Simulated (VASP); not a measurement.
Set up this calculation in VASP 6.6.1, as the native input.

| Item | Value |
| --- | --- |
| Task | single point |
| Functional | PBE |
| Potentials or basis | VASP PAW PBE potentials, release 64 (Ba_sv, Mg, Li_sv, Si) |
| Cutoff | 520 eV |
| k mesh | 3 × 3 × 3 |
| Occupations | fermi-dirac, width 0.1 eV |
| Spin | no spin polarisation |
| Dipole correction | no |
| Further INCAR settings | ALGO = Normal; EDIFF = 1e-06; NBANDS = 23 |

The structure of BaLi2Mg2Si2 lies in POSCAR:

```
BaLi2Mg2Si2
1.0
    5.8331170000      1.9483360000     -0.3044020000
    0.2044340000      5.5851780000     -0.7686510000
    0.5284290000      0.4074890000      4.8870780000
Ba Mg Li Si
1 2 2 2
Direct
    0.0730323259      0.9738038648      0.8391823295
    0.1116547889      0.3611583267      0.3424102603
    0.3464273775      0.3773650534      0.8049053468
    0.5885286864      0.9248479931      0.9745016642
    0.3670242799      0.7011219069      0.3106874864
    0.6815243899      0.1658706204      0.3704923485
    0.6966752040      0.4591966718      0.9520931130
```

The cell was built by a generator and needn't be a form met in nature.

The input as run:

INCAR

```
PREC     = Accurate       # precision mode
ENCUT    = 520            # plane-wave cutoff, eV
EDIFF    = 1E-6           # SCF threshold, eV
ISMEAR   = -1             # smearing method
SIGMA    = 0.1            # smearing width, eV
LREAL    = F              # projectors in reciprocal space
LASPH    = T              # aspherical terms in the spheres
NELM     = 100            # most SCF steps
ALGO     = Normal         # electronic algorithm
ISIF     = 2              # what is computed and relaxed
LWAVE    = F              # write WAVECAR
LCHARG   = T              # write CHGCAR
GGA      = PE             # functional
LELF     = T              # ELF
LVHAR    = T            
NBANDS   = 23             # bands
```

KPOINTS

```
regular mesh
0
Gamma
  3 3 3
```

Potentials or basis: VASP PAW PBE potentials, release 64 (Ba_sv, Mg, Li_sv, Si).

Run with:

```bash
$ cat potpaw_PBE.64/Ba_sv/POTCAR potpaw_PBE.64/Mg/POTCAR potpaw_PBE.64/Li_sv/POTCAR potpaw_PBE.64/Si/POTCAR > POTCAR
$ mpirun -np 1 vasp_std > vasp.out
```

It gave:

The largest force is 1.385 eV/Å and the band gap on the k mesh is none (metal or under the smearing width).

Caveat: the k mesh is coarse (spacing up to 0.43 Å⁻¹), so the values aren't converged.

Run time: 60 s on 1 thread of Intel(R) Xeon(R) Platinum 8375C CPU @ 2.90GHz (Ice Lake), with other jobs on the host, peak memory 0.3 GiB.
